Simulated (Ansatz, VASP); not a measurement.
# CuAu (Tetraauricupride): VASP beside Ansatz

Aim: how closely do two programs agree when they are given the same cell, functional and k mesh?

Calculated with Ansatz 0.2.0; plane waves, with VASP 6.6.1 beside it; relaxation of cell and atoms at PBE with D3(BJ).

### 1. The starting structure

It takes space group P4/mmm (No. 123, tetragonal). Conventional cell: a = 2.800 Å, b = 2.800 Å, c = 3.670 Å, α = 90.00°, β = 90.00°, γ = 90.00°. Nearest to Cu lie 8 Au at 2.70 Å and 4 Cu at 2.80 Å. Au has 8 Cu at 2.70 Å and 4 Au at 2.80 Å nearest. Farther neighbours are not listed.

### 2. VASP: relaxation of cell and atoms, PBE with D3(BJ)

The relaxed volume is the usual yardstick between codes: its relative difference is about their pressure difference at one cell divided by the bulk modulus.

Lines of VASP's logs that name or quote its potential files are left out, and so is its time.

File INCAR:

```
SYSTEM = CuAu
PREC = Accurate
ENCUT = 520
EDIFF = 1E-06
NELM = 100
ISMEAR = -1
SIGMA = 0.05
LREAL = .FALSE.
ALGO = Normal
GGA = PE
IVDW = 12
NBANDS = 17
LASPH = .TRUE.
LORBIT = 11
LWAVE = .FALSE.
LCHARG = .FALSE.
KPAR = 2
IBRION = 2
NSW = 60
ISIF = 3
EDIFFG = -0.01
```

File POSCAR:

```
CuAu
1.0
    2.8000000000      0.0000000000      0.0000000000
    0.0000000000      2.8000000000      0.0000000000
    0.0000000000      0.0000000000      3.6700000000
Cu Au
1 1
Direct
    0.5000000000      0.5000000000      0.5000000000
    0.0000000000      0.0000000000      0.0000000000
```

File KPOINTS:

```
Automatic mesh
0
Gamma
9 9 7
0 0 0
```

Potentials, in the order of the species: Cu and Au (PBE family, release 64).

The run is started by

```console
mpirun -np 2 vasp_std
```

Numbers of over 12 decimals in the logs are rounded to 6 here.

The log of the run:

```text
[banner, memory and clock lines left out]
running    2 mpi-ranks, on    1 nodes
 distrk:  each k-point on    1 cores,    2 groups
 distr:  one band on    1 cores,    1 groups

 POSCAR found type information on POSCAR CuAu
 POSCAR found :  2 types and       2 ions
 LDA part: xc-table for (Slater+PW92), standard interpolation
 POSCAR, INCAR and KPOINTS ok, starting setup
 FFT: planning ... GRIDC
 FFT: planning ... GRID_SOFT
 FFT: planning ... GRID
 WAVECAR not read
 entering main loop
       N       E                     dE             d eps       ncg     rms          rms(c)
DAV:   1     0.126515548194E+03    0.12652E+03   -0.11188E+04  2193   0.184E+03
DAV:   2    -0.348108032507E+01   -0.13000E+03   -0.12275E+03  2068   0.303E+02
DAV:   3    -0.797376685283E+01   -0.44927E+01   -0.44133E+01  2479   0.672E+01
DAV:   4    -0.803088620397E+01   -0.57119E-01   -0.57082E-01  2533   0.627E+00
DAV:   5    -0.803243869723E+01   -0.15525E-02   -0.15524E-02  2855   0.107E+00    0.118E+01
DAV:   6    -0.746113719253E+01    0.57130E+00   -0.70185E+00  2169   0.736E+01    0.545E+00
DAV:   7    -0.712936731463E+01    0.33177E+00   -0.27859E+00  2501   0.781E+01    0.583E+00
DAV:   8    -0.706131055992E+01    0.68057E-01   -0.26295E-01  2845   0.131E+01    0.273E+00
DAV:   9    -0.705471920592E+01    0.65914E-02   -0.15664E-02  3081   0.245E+00    0.129E-01
DAV:  10    -0.705442999581E+01    0.28921E-03   -0.24351E-03  2875   0.899E-01    0.752E-02
DAV:  11    -0.705441949716E+01    0.10499E-04   -0.80284E-05  3116   0.157E-01    0.296E-02
DAV:  12    -0.705441585357E+01    0.36436E-05   -0.67593E-06  2745   0.772E-02    0.452E-03
DAV:  13    -0.705441566621E+01    0.18736E-06   -0.51955E-07  1252   0.928E-03
   1 F= -.82949611E+01 E0= -.82930434E+01  d E =-.829496E+01
[...]
2 F= -.82950507E+01 E0= -.82931986E+01  d E =-.896319E-04
[...]
3 F= -.82953501E+01 E0= -.82934694E+01  d E =-.388987E-03
[...]
4 F= -.82953493E+01 E0= -.82934672E+01  d E =-.388157E-03
[...]
5 F= -.82955358E+01 E0= -.82936832E+01  d E =-.186568E-03
[...]
6 F= -.82956605E+01 E0= -.82938443E+01  d E =-.311217E-03
 curvature:  -1.58 expect dE=-0.451E-04 dE for cont linesearch -0.121E-05
 ZBRENT: interpolating
 opt :   2.5681  next Energy=    -8.295662 (dE=-0.312E-03)
 bond charge predicted
       N       E                     dE             d eps       ncg     rms          rms(c)
DAV:   1    -0.704953069624E+01    0.13844E-04   -0.91441E-04  2331   0.270E-01    0.286E-02
DAV:   2    -0.704951915619E+01    0.11540E-04   -0.20135E-05  2857   0.125E-01    0.174E-02
DAV:   3    -0.704951536292E+01    0.37933E-05   -0.19070E-05  2360   0.145E-01    0.135E-02
DAV:   4    -0.704951256753E+01    0.27954E-05   -0.85599E-06  2562   0.897E-02    0.198E-03
DAV:   5    -0.704951259163E+01   -0.24093E-07   -0.31811E-07  1060   0.553E-03
   7 F= -.82956629E+01 E0= -.82938450E+01  d E =-.313662E-03
 curvature:  -1.45 expect dE=-0.192E-05 dE for cont linesearch -0.492E-06
 trial: gam= 0.00000 g(F)=  0.191E-61 g(S)=  0.132E-05 ort =-0.991E-05 (trialstep = 0.123E+01)
 search vector abs. value=  0.132E-05
 reached required accuracy - stopping structural energy minimisation
```

From OUTCAR (step 2):

```text
ion  position               nearest neighbor table
   1  0.500  0.500  0.500-   2 2.70   2 2.70   2 2.70   2 2.70   2 2.70   2 2.70   2 2.70   2 2.70

  LATTYP: Found a simple tetragonal cell.
 ALAT       =     2.8000000000
 C/A-ratio  =     1.3107142857

 Subroutine GETGRP returns: Found 16 space group operations
 (whereof 16 operations were pure point group operations)

The static configuration has the point symmetry D_4h.

 Found     60 irreducible k-points:

   k-points           NKPTS =     60   k-points in BZ     NKDIM =     60   number of bands    NBANDS=     17

   dimension x,y,z NGX =    24 NGY =   24 NGZ =   28
   dimension x,y,z NGXF=    48 NGYF=   48 NGZF=   56

   ENCUT  =  520.0 eV  38.22 Ry    6.18 a.u.   5.21  5.21  6.82*2*pi/ulx,y,z

   NELECT =      22.0000    total number of electrons

 k-points in reciprocal lattice and weights: Automatic mesh
   0.00000000  0.00000000  0.00000000       0.002
   0.11111111  0.00000000  0.00000000       0.007
   0.22222222  0.00000000  0.00000000       0.007
   0.33333333  0.00000000  0.00000000       0.007
   0.44444444  0.00000000  0.00000000       0.007
   0.11111111  0.11111111  0.00000000       0.007
   0.22222222  0.11111111  0.00000000       0.014
   0.33333333  0.11111111  0.00000000       0.014
   0.44444444  0.11111111  0.00000000       0.014
[...]
0.44444444  0.33333333  0.42857143       0.028
   0.44444444  0.44444444  0.42857143       0.014

 Edisp (eV)   -1.24612

 average (electrostatic) potential at core
       1 -62.0952       2 -65.0817

 E-fermi :   8.9700

 k-point     1 :       0.0000    0.0000    0.0000
  band No.  band energies     occupation
    ...
      7       6.1131      2.00000
      8       6.8160      2.00000
      9       7.2583      2.00000
     10       7.4893      2.00000
     11       7.4893      2.00000
     12      11.2042      0.00000
     13      17.3369      0.00000
     14      18.9392      0.00000
     15      18.9392      0.00000
     16      25.7595      0.00000
    ...

 k-point     2 :       0.1111    0.0000    0.0000
  band No.  band energies     occupation
    ...
      7       6.1559      2.00000
      8       6.8034      2.00000
      9       7.0945      2.00000
     10       7.1354      2.00000
     11       7.4272      2.00000
     12      11.9889      0.00000
     13      16.6042      0.00000
     14      18.0044      0.00000
     15      19.4342      0.00000
     16      25.3804      0.00000
    ...

 k-point     3 :       0.2222    0.0000    0.0000
  band No.  band energies     occupation
    ...
      7       6.1977      2.00000
      8       6.5002      2.00000
      9       6.8470      2.00000
     10       6.8804      2.00000
     11       7.2512      2.00000
     12      13.7185      0.00000
     13      13.9986      0.00000
     14      17.7977      0.00000
     15      20.7830      0.00000
     16      24.1170      0.00000
    ...

 Edisp (eV)   -1.24615

  Total      -0.00520    -0.00520    -0.00092     0.00000     0.00000     0.00000
  in kB      -0.29062    -0.29062    -0.05130     0.00000     0.00000     0.00000
  external pressure =       -0.21 kB  Pullay stress =        0.00 kB

  energy-cutoff  :      520.00
  volume of cell :       28.65
      direct lattice vectors                 reciprocal lattice vectors
     2.805127315  0.000000000 -0.000000000     0.356490058 -0.000000000  0.000000000
     0.000000000  2.805127315  0.000000000     0.000000000  0.356490058  0.000000000
    -0.000000000 -0.000000000  3.640695723     0.000000000 -0.000000000  0.274672776

 POSITION                                       TOTAL-FORCE (eV/Angst)
 -----------------------------------------------------------------------------------
      1.40256      1.40256      1.82035         0.000000      0.000000      0.000000
      0.00000      0.00000     -0.00000        -0.000000     -0.000000      0.000000
 -----------------------------------------------------------------------------------
    total drift:                                0.000000      0.000000     -0.000000

  FREE ENERGIE OF THE ION-ELECTRON SYSTEM (eV)
  ---------------------------------------------------
  free  energy   TOTEN  =        -8.2956629263 eV

  energy  without entropy=       -8.2920270284  energy(sigma->0) =       -8.29384498

 reached required accuracy - stopping structural energy minimisation

 total charge
# of ion       s       p       d       tot
------------------------------------------
    1        0.382   0.328   9.225   9.936
    2        0.616   0.436   8.702   9.754
--------------------------------------------------
tot          0.998   0.764  17.927  19.689

[... 3 further parts left out ...]
```

CONTCAR:

```
CuAu
   1.00000000000000
     2.8051273152616796    0.0000000000000000   -0.0000000000000000
     0.0000000000000000    2.8051273152616796    0.0000000000000000
    -0.0000000000000000   -0.0000000000000000    3.6406957234208903
  Cu              Au
     1     1
Direct
     0.5000000000000000    0.5000000000000000    0.5000000000000000
     0.0000000000000000    0.0000000000000000    0.0000000000000000
```

Dispersion corrections of this kind ignore metallic screening and tend to overbind metals.

### 3. Ansatz: relaxation of cell and atoms, PBE with D3(BJ)

Ansatz runs on its default PAW (the set named soft_2) files.

The same cell, functional, mesh and smearing now go to Ansatz, which takes its cutoff from its data sets.

File input.yaml:

```yaml
crystal:
  lattice:
    - [2.8, 0.0, 0.0]
    - [0.0, 2.8, 0.0]
    - [0.0, 0.0, 3.67]
  atoms:
    - { symbol: Cu, position: [0.5, 0.5, 0.5] }
    - { symbol: Au, position: [0.0, 0.0, 0.0] }
hamiltonian:
  xc: pbe
  pseudopotentials: { kind: paw }
  dispersion: d3bj
kpoints:
  mp_grid: { grid: [9, 9, 7] }
scf:
  occupations: { method: fermi_dirac, width: 0.05 }
relax:
  f_tol: 0.01
  max_steps: 60
  cell: { stress_tol: 0.05 }
output:
  forces: true
  stress: true
  write_density: true
  write_potential: true
  elf: true
  volumetric_format: npy
```

The run is started by

```console
ansatz run input.yaml --threads 4 --pin off --max-ram 9216MiB --backend cpu --events-out ev --progress --plain --runs-dir out
```

The log of the run:

```text
Engine: ansatz 0.2.0, aarch64-unknown-linux-gnu
Pseudopotentials: kind: paw
Pseudopotential: Cu, paw, valence charge 19, recommended cutoff 420 eV (normal), Cu.paw.azcp
Pseudopotential: Au, paw, valence charge 19, recommended cutoff 420 eV (normal), Au.paw.azcp
Functional definition: PBE
  parameter kappa = 0.804
  parameter beta = 0.066725
  exchange = pbe_x(kappa = kappa, mu = beta*pi^2/3)
  correlation = pbe_c(beta = beta)
Crystal: 2 atoms, lattice volume = 28.773 Å³
Basis set: ecut = 420 eV, 545 PW (Γ), exchange–correlation on 40×40×50 points (8 copies of the dense FFT grid, shifted against one another)
Bands: 23, of which v1, the nominal top of the filled ones, is band 19 counted from 1 (18 counted from 0)
Symmetry: 16 space group operations
Space group: P4/mmm (ITA 123), of the structure as read, at distance tolerance 3.1e-5 Å
k-points: 60 of 567
Non-local potential: Cu, projectors of the file, l = 0: 3, l = 1: 2, l = 2: 3, l = 3: 1
Non-local potential: Au, projectors of the file, l = 0: 3, l = 1: 2, l = 2: 2, l = 3: 1
PAW form: soft (Blöchl's): semilocal exchange-correlation on the pseudo side does not see the compensation charge
PAW one-centre angular grid: Cu, 590 points (default); XC on 64 Gauss nodes
PAW one-centre angular grid: Au, 590 points (default); XC on 64 Gauss nodes
Initial density: superposition of atomic densities (neutral atoms: chi_scale 0, normalization atom), corrected by the library's trained network
Initial wavefunctions: pseudopotential atomic-orbital guess
Functional: x = pbe(κ = 0.804, μ = 0.219515), c = pbe(β = 0.066725)
SCF iter   1: F=—  HF=-19775.835944 eV  |F-HF|=—  |Δ(HF+E_count)|=         —  Δρ=1.93e-3  dr2=5.00e-4  ethr=1.77e-3  ⟨swp⟩=5.5  Hψ=5331  notcnv=0
preconditioner: auto → Kerker (q_TF=auto, 2.858 Å⁻¹)  [metal: Δε(μ)=0.085 eV  Ē_g=10.780 eV  σ=0.050 eV  W_gap=0.39  n_scr=14 (ndim 8)  ℏωp=32.5 eV  f_vac=0.000  D(μ)=0.47/eV (n_scr^D=2)]
SCF iter   2: F=—  HF=-19775.836446 eV  |F-HF|=—  |Δ(HF+E_count)|=   5.02e-4  Δρ=1.05e-3  dr2=1.52e-4  ethr=1.32e-6  ⟨swp⟩=2.1  Hψ=2743  notcnv=0
SCF iter   3: F=—  HF=-19775.836533 eV  |F-HF|=—  |Δ(HF+E_count)|=   8.71e-5  Δρ=3.60e-4  dr2=4.18e-5  ethr=3.99e-7  ⟨swp⟩=2.0  Hψ=1992  notcnv=0
SCF iter   4: F=—  HF=-19775.836535 eV  |F-HF|=—  |Δ(HF+E_count)|=   2.09e-6  Δρ=1.28e-4  dr2=3.94e-6  ethr=1.10e-7  ⟨swp⟩=2.0  Hψ=1681  notcnv=0
SCF iter   5: F=—  HF=-19775.836534 eV  |F-HF|=—  |Δ(HF+E_count)|=   4.62e-7  Δρ=3.36e-5  dr2=3.01e-7  ethr=1.04e-8  ⟨swp⟩=2.0  Hψ=1967  notcnv=0
SCF iter   6: F=-19775.836534 eV  HF=-19775.836534 eV  |F-HF|=1.95e-8  |Δ(HF+E_count)|=   2.39e-8  Δρ=1.46e-5  dr2=7.14e-8  ethr=2.63e-10  ⟨swp⟩=7.5  Hψ=7962  notcnv=0
SCF 1 converged in 6 iterations: F = -19775.836534 eV  dr2 = 7.14e-8
  greatest PAW one-centre occupation: 1.000 electrons in one spin orbital (limit 2), on the Au atom at site 1 (counted from 0), in its partial waves of l = 0
relax step   1: F+E_penalty+E_count = -19775.83653434 eV  Δ(F+E_penalty+E_count) = +0.000e0 eV  max|allowed force component| = 7.889e-31 eV/Å  Δτ_max = 0.0000 Å  P = -0.657 GPa  Ω = 28.773 Å³  (6 SCF iters, dr2 threshold 1.00e-7 eV, accepted)
[...]
relax step   2: F+E_penalty+E_count = -19775.83726014 eV  Δ(F+E_penalty+E_count) = -7.258e-4 eV  max|allowed force component| = 6.508e-30 eV/Å  Δτ_max = 0.0000 Å  P = +0.148 GPa  Ω = 28.625 Å³  energy of the carried Pulay correction = +8.540e-5 eV  (6 SCF iters, dr2 threshold 2.00e-7 eV, accepted)
[...]
relax step   3: F+E_penalty+E_count = -19775.83737832 eV  Δ(F+E_penalty+E_count) = -1.182e-4 eV  max|allowed force component| = 4.752e-28 eV/Å  Δτ_max = 0.0000 Å  P = +0.000 GPa  Ω = 28.644 Å³  energy of the carried Pulay correction = +7.505e-5 eV  (6 SCF iters, dr2 threshold 2.00e-7 eV, accepted)
[...]
relax step   4: F+E_penalty+E_count = -19775.83729882 eV  Δ(F+E_penalty+E_count) = +7.951e-5 eV  max|allowed force component| = 4.031e-28 eV/Å  Δτ_max = 0.0000 Å  P = +0.004 GPa  Ω = 28.644 Å³  stress off target by 1.42e-2 GPa  SCF on the basis re-selected at this cell (its energy is not comparable with the rows above)  (6 SCF iters)
basis re-selected at this cell: Δ(F+E_penalty+E_count) = +7.951e-5 eV, ΔP = +0.003 GPa vs the last step (what re-selecting the basis moved, of the pressure what is left beyond the Pulay correction that the steps carried, after the strain that the cell walked since its last selection, with what the two solves' SCF thresholds leave and, on support functions, any second-order correction that the steps lacked; it is no m [...]
SCF converged after 6 iterations
Free energy (F): -19775.837299 eV
Harris-Foulkes:  -19775.837299 eV  (|F-HF|=7.28e-12)
Internal energy: -19775.833684 eV  (E = F + TS)
E sigma→0 (E₀):  -19775.835492 eV
Entropy (-TS):   -0.003614 eV (-1.807 meV/atom)
Fermi energy:    19.396486 eV
--- Per-component energies (eV) ---
  E_band       = -544.038810
  E_kinetic    = 905.166295
  E_local      = -5843.509583  (includes V_loc(G=0)·N_el)
  E_nonlocal   = 467.945292
  E_hartree    = 2569.026696
  E_xc         = -317.810370
  E_vxc        = -391.180715  (∫ρ·V_xc dr)
  E_paw        = -11373.294043  (= ΣΔE_a)
  E_vpaw       = -820.515102  (= ΣTr[D̂ρ^β])
  E_aug_tail   = 0.001644  (compensation charges beyond the density's cutoff)
  E_ewald      = -6182.112983
  E_disp       = -1.246632  (pairwise vdW)
  E_smearing   = -0.003614  (= −TS)
  E_closure    = 0.000000  (closes the sum)
  Σ components = -19775.837299   (vs F -19775.837299, Δ=0.00e0)
--- Forces (eV/Å), atoms counted from 1 ---
  atom   1  Cu    -0.00000000    -0.00000000     0.00000000
  atom   2  Au     0.00000000    -0.00000000     0.00000000
  max |Σ_I F_I| component: 6.20e-28 eV/Å
--- Stress (GPa, compression-positive) ---
       -0.001534      -0.000000      -0.000000
       -0.000000      -0.001534      -0.000000
       -0.000000      -0.000000       0.014229
  P = ⅓ Tr σ = 0.0037 GPa (0.037 kbar)
--- Band table (eV; the first three rows and the last of 60) ---
  k-point 0: bands = [... 15 lower, 17.2577, 17.7041, 17.9358, 17.9358, 21.6102, 27.7660, 29.3231, 29.3231]
  k-point 1: bands = [... 15 lower, 17.1874, 17.6559, 17.7737, 17.7737, 20.2114, 29.5494, 29.8203, 29.8203]
  k-point 2: bands = [... 15 lower, 16.9460, 17.4037, 17.4037, 17.5338, 17.9948, 31.1881, 31.1881, 32.8555]
  k-point 59: bands = [... 15 lower, 17.2619, 17.5876, 17.7107, 22.8935, 24.4791, 24.7163, 25.6222, 26.6723]
--- Relaxed structure (3 steps of the walk, 3 accepted, 1 SCFs on fresh bases) ---
  F+E_penalty+E_count = -19775.83729882 eV   max|allowed force component| = 4.031e-28 eV/Å   (the final SCF, on the basis selected at the relaxed cell)
  cell:  # Å, volume = 28.6440 Å³
    - [2.805834, 0, 0.0]
    - [0, 2.805834, 0.0]
    - [0.0, 0.0, 3.638398]
  atoms:
    - { symbol: Cu, position: [0.5, 0.5, 0.500000] }
    - { symbol: Au, position: [0, 0, 0.0] }
```

The job ended after 2.1 s (4 threads of Arm Neoverse V2, shared host; peak memory 0.35 GiB).

### 4. Differences

Known differences besides the potentials themselves: both relaxations stop at a tolerance, which leaves soft axes loose, and VASP keeps its plane-wave basis; the data sets hold 38 valence electrons in Ansatz (default PAW (the set named soft_2) files) and 22 in VASP; the cutoff is 420 eV in Ansatz and 520 eV in VASP; Ansatz adds a Pulay correction to the stress that steers its cell, VASP none. Total energies have different zeros and are not compared.

The two programs side by side:

```
                                         quantity  Ansatz   VASP  difference
                                      volume (Å³)   28.64  28.65     -0.01 %
edge a after relaxation, in the typed setting (Å)   2.806  2.805     +0.02 %
edge c after relaxation, in the typed setting (Å)   3.638  3.641     -0.06 %
```

The walks stopped with 0.00 GPa left in Ansatz and -0.02 GPa in VASP; each walk ends within a tolerance, so the volume difference is uncertain by about these residues over the bulk modulus, most in soft cells.

### 5. What came out

* difference in edge c after relaxation, in the typed setting (relaxation of cell and atoms, PBE with D3(BJ)): -0.063 %

**Reading.** The difference in edge c after relaxation, in the typed setting is -0.063 % (relaxation of cell and atoms, PBE with D3(BJ)), within the 1.2 % picked in this series as the mark of a large difference, as far as the stopping tolerances let one tell. How closely two codes agree says nothing of how well the functional describes the real material.

[Lines on the potential files, build, host, timing and source positions are cut from VASP's logs without a mark.]

[Logs are printed without paths, hosts, clocks, repeated set-up lines and the standing remarks that a program may print on its own settings, such as how far it seeks lower states.]

[Hosts, paths, dates, database ids (printed as entryN), source tags and the programs' standing remarks are cut or masked in the printed files.]
